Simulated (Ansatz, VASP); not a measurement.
# Si2Mo: VASP beside Ansatz, part 2 of 2

One calculation is typed for both programs; each brings its own data sets. How far apart do they land? The cell is taken from a series of runs on this material, whose earlier steps may have relaxed, scaled, displaced or heated it; both programs get it as it stands.

VASP 6.6.1 and Ansatz 0.2.0.

So far: Set-up; VASP: zone-centre phonons, PBEsol.

## Step 3: Ansatz: zone-centre phonons, PBEsol

Level of this step: Ansatz beside VASP: Kohn-Sham DFT, plane waves, PBEsol (Ansatz).

Ansatz runs on its PAW soft_1 files.

The same cell, functional, mesh and smearing now go to Ansatz, which takes its cutoff from its data sets.

Input file input.yaml:

```yaml
crystal:
  lattice:
    - [-1.6071059246, 1.6071059246, 3.7538732194]
    - [1.6071059246, -1.6071059246, 3.7538732194]
    - [1.6071059246, 1.6071059246, -3.7538732194]
  atoms:
    - { symbol: Si, position: [0.3346200016, 0.3346200016, 0.0] }
    - { symbol: Si, position: [0.6653799984, 0.6653799984, 0.0] }
    - { symbol: Mo, position: [0.0, 0.0, 0.0] }
kpoints:
  mp_grid: { grid: [20, 20, 20] }
hamiltonian:
  xc: pbesol
  pseudopotentials: { kind: paw, azcp: { folder: soft_1 }, xc_functional: pbe }
scf:
  occupations: { method: methfessel_paxton, width: 0.2 }
output:
  eigenvalues: true
phonons:
  method: dfpt
```

The run is started by

```sh
$ ansatz run input.yaml --threads 4 --pin off --max-ram 10240MiB --backend cpu --events-out ev --progress --plain --runs-dir out
```

Numbers of over 12 decimals in the logs are rounded to 6 here.

The program printed:

```text
zone centre: on kpoints.mp_grid the ground state, and the responses unless they are solved on pairs of k-points, stand on 1166 of the mesh's 8000 k-points, reduced under 4 symmetry operations, with k and −k counted as one. Each operation leaves every solved displacement unchanged or reverses it
Engine: ansatz 0.2.0, aarch64-unknown-linux-gnu
Pseudopotentials: kind: paw
Pseudopotential: Si, paw, valence charge 4, recommended cutoff 420 eV (normal), soft_1/Si.paw.azcp
Pseudopotential: Mo, paw, valence charge 14, recommended cutoff 420 eV (normal), soft_1/Mo.paw.azcp
Functional definition: PBEsol
  exchange = pbesol_x
  correlation = pbesol_c
Crystal: 3 atoms, lattice volume = 38.782 Å³
Basis set: ecut = 420 eV, 761 PW (Γ), exchange–correlation on 60×60×60 points (8 copies of the dense FFT grid, shifted against one another)
Bands: 15, of which v1, the nominal top of the filled ones, is band 11 counted from 1 (10 counted from 0)
Symmetry: 16 space group operations
k-points: 1166 of 8000 (irreducible under 4 space group operations, time reversal used)
Non-local potential: Si, projectors of the file, l = 0: 2, l = 1: 2, l = 2: 1
Non-local potential: Mo, projectors of the file, l = 0: 3, l = 1: 2, l = 2: 2, l = 3: 1
PAW form: soft (Blöchl's): semilocal exchange-correlation on the pseudo side does not see the compensation charge
PAW frozen core: Si, regenerated for the run's functional, and the local potential with it (the file was generated under x = pbe(κ = 0.804, μ = 0.219515), c = pbe(β = 0.066725))
PAW frozen core: Mo, regenerated for the run's functional, and the local potential with it (the file was generated under x = pbe(κ = 0.804, μ = 0.219515), c = pbe(β = 0.066725))
PAW one-centre angular grid: Si, 110 points (default); XC on 64 Gauss nodes
PAW one-centre angular grid: Mo, 590 points (default); XC on 64 Gauss nodes
Initial density: superposition of atomic densities (chi_scale 0.1, normalization cell, long waves kept (reshape's long-wave potential 0.00 eV rms))
Initial wavefunctions: pseudopotential atomic-orbital guess
Functional: x = pbesol(κ = 0.804, μ = 0.123457), c = pbesol(β = 0.046)
SCF iter   1: F=—  HF=-6143.440113 eV  |F-HF|=—  |Δ(HF+E_count)|=         —  Δρ=9.39e-2  dr2=4.98e0  ethr=3.10e-3  ⟨swp⟩=5.4  Hψ=100835  notcnv=0
preconditioner: auto → Kerker (q_TF=auto, 2.482 Å⁻¹)  [metal: Δε(μ)=0.018 eV  Ē_g=8.361 eV  σ=0.200 eV  W_gap=0.07  n_scr=10 (ndim 8)  ℏωp=22.3 eV  f_vac=0.000  D(μ)=0.30/eV (n_scr^D=0)]
SCF iter   2: F=—  HF=-6142.268527 eV  |F-HF|=—  |Δ(HF+E_count)|=    1.17e0  S|Δr|=    0.00e0  Δρ=3.30e-2  dr2=3.19e-1  ethr=3.10e-3  ⟨swp⟩=2.2  Hψ=43332  notcnv=0
SCF iter   3: F=—  HF=-6142.203354 eV  |F-HF|=—  |Δ(HF+E_count)|=   6.52e-2  S|Δr|=    0.00e0  Δρ=1.46e-2  dr2=5.67e-2  ethr=1.45e-3  ⟨swp⟩=2.2  Hψ=25599  notcnv=0
SCF iter   4: F=—  HF=-6142.190857 eV  |F-HF|=—  |Δ(HF+E_count)|=   1.25e-2  S|Δr|=    0.00e0  Δρ=2.47e-3  dr2=2.53e-3  ethr=2.58e-4  ⟨swp⟩=2.5  Hψ=25586  notcnv=0
SCF iter   5: F=—  HF=-6142.190185 eV  |F-HF|=—  |Δ(HF+E_count)|=   6.72e-4  S|Δr|=    0.00e0  Δρ=3.40e-4  dr2=7.47e-5  ethr=1.15e-5  ⟨swp⟩=2.8  Hψ=28914  notcnv=0
SCF iter   6: F=—  HF=-6142.190170 eV  |F-HF|=—  |Δ(HF+E_count)|=   1.59e-5  S|Δr|=    0.00e0  Δρ=4.29e-5  dr2=1.28e-6  ethr=3.39e-7  ⟨swp⟩=2.3  Hψ=22675  notcnv=0
SCF iter   7: F=—  HF=-6142.190169 eV  |F-HF|=—  |Δ(HF+E_count)|=   1.04e-6  S|Δr|=    0.00e0  Δρ=4.83e-6  dr2=1.06e-8  ethr=5.81e-9  ⟨swp⟩=2.1  Hψ=22834  notcnv=0
SCF iter   8: F=—  HF=-6142.190169 eV  |F-HF|=—  |Δ(HF+E_count)|=  6.63e-10  S|Δr|=    0.00e0  Δρ=8.68e-7  dr2=2.81e-10  ethr=4.83e-11  ⟨swp⟩=2.5  Hψ=29300  notcnv=0
SCF iter   9: F=-6142.190169 eV  HF=-6142.190169 eV  |F-HF|=2.73e-12  |Δ(HF+E_count)|=  6.82e-11  S|Δr|=    0.00e0  Δρ=1.44e-7  dr2=6.78e-12  ethr=1.00e-12  ⟨swp⟩=6.2  Hψ=79536  notcnv=0
the search or the solves at the SCF's close seem to have found levels that the self-consistency loop had missed (the run counts 2). By its estimate they hold under 1e-12 electrons; where the run keeps them, the occupations were computed again with them
SCF 1 converged in 9 iterations: F = -6142.190169 eV  dr2 = 6.78e-12
  greatest PAW one-centre occupation: 0.999 electrons in one spin orbital (limit 2), on the Mo atom at site 2 (counted from 0), in its partial waves of l = 0
DFPT response loops at Γ: preconditioner auto → Kerker (q_TF=auto, 2.482 Å⁻¹) (partly filled bands, converged f_vac=0.000); β = 1.00, the filter's whole step (`scf.mixing.beta` (0.50) is not read by the response loops under this deck's `scf.mixing.preconditioner`; to damp them name `kerker` or `kerker_dos`, under which they read `scf.mixing.beta`, and type it under 1.00, their step now; both keys bind the ground state too); Broyden in place of MSR1
SCF converged after 9 iterations
Stability not checked: this state was not tested for a lower state beside it, because cold or Methfessel-Paxton smearing, or corrected tetrahedra, fill the levels in a way that the test cannot read (fill_not_monotonic; see scf.lower_state_search)
Free energy (F): -6142.190169 eV
Harris-Foulkes:  -6142.190169 eV  (|F-HF|=2.73e-12)
Internal energy: -6142.190891 eV  (E = F + TS)
E sigma→0 (E₀):  -6142.190349 eV
Entropy (-TS):   0.000723 eV (0.241 meV/atom)
Fermi energy:    16.396473 eV
--- Per-component energies (eV) ---
  E_band       = -35.335932
  E_kinetic    = 516.166010
  E_local      = -1099.719356  (includes V_loc(G=0)·N_el)
  E_nonlocal   = 195.310861
  E_hartree    = 420.194528
  E_xc         = -293.094176
  E_vxc        = -322.828681  (∫ρ·V_xc dr)
  E_paw        = -4150.282293  (= ΣΔE_a)
  E_vpaw       = -164.653949  (= ΣTr[D̂ρ^β])
  E_aug_tail   = 0.000132  (compensation charges beyond the density's cutoff)
  E_ewald      = -1731.039018
  E_core_change = 0.272421  (= ΣΔE_core)
  E_smearing   = 0.000723  (= −TS)
  E_closure    = -0.000000  (closes the sum)
  Σ components = -6142.190169   (vs F -6142.190169, Δ=0.00e0)
--- Band table (eV; the first three rows and the last of 1166) ---
  k-point 0: bands = [... 7 lower, 13.5874, 13.5874, 13.8231, 16.6850, 19.5477, 19.6895, 19.8233, 19.8233]
  k-point 1: bands = [... 7 lower, 13.3763, 13.3900, 14.4179, 16.3651, 19.4636, 19.7206, 19.7558, 19.8737]
  k-point 2: bands = [... 7 lower, 12.8945, 13.4402, 15.0707, 15.5784, 19.0656, 19.6534, 20.0041, 20.1929]
  k-point 1165: bands = [... 7 lower, 14.1560, 15.7445, 15.7445, 15.9668, 15.9668, 16.8752, 22.2694, 22.3256]
--- Phonons (Γ-DFPT): 4 representative perturbations + reference, on 1166 of 8000 k-points (Σ response iterations 12) ---
  k mesh reduced under 4 symmetry operations, with k and −k counted as one. Each operation leaves every solved displacement unchanged or reverses it
  ASR residual: 3.935e-5 → 0.000e0 eV/Å²; symmetrization residual: 5.238e-6 eV/Å²
  ASR residual per site (eV/Å²): 3.94e-5 3.94e-5 1.99e-5
  Γ frequencies (cm⁻¹): 0.00 0.00 0.00 279.16 279.16 337.44 337.44 369.81 499.19
  non-analytic LO–TO correction: not included (Born effective charges unavailable; polar crystals: no LO–TO splitting at Γ)
```

## Step 4: Side by side

Known differences besides the potentials themselves: the cutoff is 420 eV in Ansatz and 500 eV in VASP; Ansatz makes its cores anew for this functional, VASP keeps those of its PBE data sets. Total energies have different zeros and are not compared.

The two programs side by side:

```tsv
quantity	Ansatz	VASP	difference
optical mode 1 to 2 (cm⁻¹)	279.2	280.4	-0.46 %
optical mode 3 to 4 (cm⁻¹)	337.4	338.3	-0.26 %
optical mode 5 (cm⁻¹)	369.8	371.3	-0.41 %
optical mode 6 (cm⁻¹)	499.2	499.6	-0.08 %
```

Modes are paired by rising frequency, not by their patterns, so a pair may set unlike modes beside each other; they are those without the splitting of longitudinal modes.

## Step 5: Results

| Item | Value |
| --- | --- |
| r.m.s. difference of the optical zone-centre modes, each program's sorted by frequency (zone-centre phonons, PBEsol) | 1.1 cm⁻¹ |

The r.m.s. difference of the optical zone-centre modes, each program's sorted by frequency is 1.1 cm⁻¹ (zone-centre phonons, PBEsol). Such differences can come from data sets, numerical settings and the points named under the comparisons, not from the functional's error against experiment.

[Lines on the potential files, build, host, timing and source positions are cut from VASP's logs without a mark.]

[Logs are printed without paths, hosts, clocks, repeated set-up lines and the standing remarks that a program may print on its own settings, such as how far it seeks lower states.]

[Hosts, paths, dates, database ids (printed as entryN), source tags and the programs' standing remarks are cut or masked in the printed files.]
